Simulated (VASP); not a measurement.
Input:

```
CELL_PARAMETERS angstrom
      3.98896     0.00000     0.00000
      0.00000     3.98896     0.00000
      0.00000     0.00000     3.98896
ATOMIC_POSITIONS crystal
  Sr 0.00000 0.00000 0.00000
  Ti 0.50000 0.50000 0.50000
  O  0.50000 0.00000 0.50000
  O  0.00000 0.50000 0.50000
  O  0.50000 0.50000 0.00000
```

All values below come from PBE GGA, VASP's PBE PAW potentials (set 64) (plane waves; VASP 6.6.1). Run with 400 eV cut-off, 6×6×6 Γ-centred mesh, Fermi-Dirac smearing of 0.020 eV, potentials Sr_sv Ti_sv O.

At this cut-off the stress carries a Pulay error, which pulls relaxed volumes low. Energy and stress use the plane-wave basis of the starting cell.

Task: The ions, cell shape and volume are relaxed. Which structure does the run end with?

Result: 
```
CELL_PARAMETERS angstrom
      3.91479     0.00000     0.00000
      0.00000     3.91479     0.00000
      0.00000     0.00000     3.91479
ATOMIC_POSITIONS crystal
  Sr 0.00000 0.00000 0.00000
  Ti 0.50000 0.50000 0.50000
  O  0.50000 0.00000 0.50000
  O  0.00000 0.50000 0.50000
  O  0.50000 0.50000 0.00000
```
Space group Pm-3m (221), at a tolerance of 0.03 Å.

Task: How do energy and volume change from the first to the last step?

Result: The energy (σ→0) changes by -23.6 meV/atom and the volume by -5.5 %, in 4 ionic steps.

```
step  E(σ→0) (eV)  max force (eV/Å)  pressure (GPa)  volume (Å³)
----  -----------  ----------------  --------------  -----------
1        -40.1106             0.000          -10.50        63.47
2        -40.0485             0.000           15.68        56.13
3        -40.2289             0.000           -0.14        60.06
4        -40.2289             0.000            0.09        60.00
```

The structure is a typed SrTiO3 crystal (Pm-3m). This run relaxes it. Symmetry was kept, so distortions that lower it aren't found. The run is one of a series of settings (EDIFFG = -0.01, IBRION = 2, ISIF = 3, NSW = 50 against the base run), some of them coarse on purpose.
